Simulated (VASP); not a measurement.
The system is SrYN.

```
Sr Y N
1.0
     3.96868    0.00000    0.00000
     0.00000    3.96868    0.00000
     0.00000    0.00000    7.52732
Sr Y N
2 2 2
Cartesian
  0.0000 0.0000 5.6455
  0.0000 0.0000 1.8818
  1.9843 1.9843 0.0000
  1.9843 1.9843 3.7637
  1.9843 0.0000 3.7637
  0.0000 1.9843 0.0000
```

The cell was built by a generator and needn't be a form met in nature.

The cell isn't the ideal one: species swapped into the DyCoC type (P4_2/mmc, No. 131).

* Program: VASP 6.6.1
* Task: relaxation of cell and atoms
* Functional: PBE
* Potentials or basis: VASP PAW PBE potentials, release 64 (Sr_sv, Y_sv, N)
* Cutoff: 600 eV
* k mesh: 4 × 4 × 2
* Occupations: gaussian, width 0.1 eV
* Spin: no spin polarisation

At the start: pressure 26.1 GPa; volume 19.76 Å³/atom.

**Question.** How do energy, volume and symmetry change on relaxing?

**Answer.** Over 6 steps the energy falls by 517.6 meV/atom and the volume is 26.20 Å³/atom (+32.6 %); space group P4_2/mmc (No. 131, to 0.05 Å).

Step by step:
```
step  energy change (eV)  largest force (eV/Å)  pressure (GPa)  volume (Å³)
   1              0.0000                0.0000           26.06       118.56
   2             -2.4897                0.0000           -6.74       182.14
   3             -3.1012                0.0000           -0.22       158.99
   4             -3.1008                0.0000            0.11       158.11
   5             -3.1039                0.0000            0.11       157.68
   6             -3.1054                0.0000            0.10       157.19
```

Final structure:
```
Sr Y N
1.0
     4.47685    0.00000    0.00000
     0.00000    4.47685    0.00000
     0.00000    0.00000    7.84314
Sr Y N
2 2 2
Direct
  0.00000 0.00000 0.75000
  0.00000 0.00000 0.25000
  0.50000 0.50000 0.00000
  0.50000 0.50000 0.50000
  0.50000 0.00000 0.50000
  0.00000 0.50000 0.00000
```

Caveat: the k mesh is coarse (spacing up to 0.42 Å⁻¹), so the values aren't converged; the volume moved by over 15 % at a fixed basis, so the end points are rough.
